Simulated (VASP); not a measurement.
Data:

```
SnO
1.0
    3.76944     0.00000     0.00000
    0.00000     3.76944     0.00000
    0.00000     0.00000    17.54110
Sn O
2 2
Direct
  0.50000   0.00000   0.43707
  0.00000   0.50000   0.56293
  0.50000   0.50000   0.50000
  0.00000   0.00000   0.50000
```

Calculation: LDA (Ceperley-Alder, Perdew-Zunger), VASP's LDA PAW potentials (set 64) (plane waves; VASP). Settings: PREC = Normal, EDIFF = 1E-5, 500 eV cut-off, 12×12×1 Γ-centred mesh, Gaussian smearing of 0.050 eV, potentials Sn_d O.

Q: The ions and cell shape at fixed volume are relaxed. Which structure does the run end with?

A: 
```
SnO
1.0
    3.74698     0.00000     0.00000
    0.00000     3.74698     0.00000
    0.00000     0.00000    17.75207
Sn O
2 2
Direct
  0.50000   0.00000   0.43401
  0.00000   0.50000   0.56599
  0.50000   0.50000   0.50000
  0.00000   0.00000   0.50000
```

Q: How much energy does the relaxation gain?

A: The energy (σ→0) changes by -18.5 meV/atom, in 3 ionic steps.

| step | E(σ→0) (eV) | max force (eV/Å) | pressure (GPa) | volume (Å³) |
|---|---|---|---|---|
| 1 | -25.2108 | 1.180 | 0.93 | 249.24 |
| 2 | -25.2847 | 0.096 | -0.22 | 249.24 |
| 3 | -25.2850 | 0.020 | -0.16 | 249.24 |

The cell is a sheet with vacuum, built from SnO (litharge).
